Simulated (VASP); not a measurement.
Data:

```
CELL_PARAMETERS angstrom
      0.00000     2.60821     2.60821
      2.60821     0.00000     2.60821
      2.60821     2.60821     0.00000
ATOMIC_POSITIONS crystal
  Mg 0.00000 0.00000 0.00000
  S  0.50000 0.50000 0.50000
```

Calculation: TPSS meta-GGA, VASP's PBE PAW potentials (set 64) (plane waves; VASP). Settings: 520 eV cut-off, 10×10×10 Γ-centred mesh, tetrahedra with Blöchl corrections, potentials Mg S.

Question: Estimate the energy per atom (σ→0), band gap (over mesh and band path) with the smallest direct gap where there is one.

Answer: 
The band gap (over mesh and band path) is 3.04 eV and the smallest direct gap (over mesh and band path) comes out as 3.96 eV. The energy per atom (σ→0) is -8.859 eV/atom.

The absolute energy has meaning only against runs of the same code, potentials and settings.

The compound is MgS in the rock salt structure. It was relaxed first.
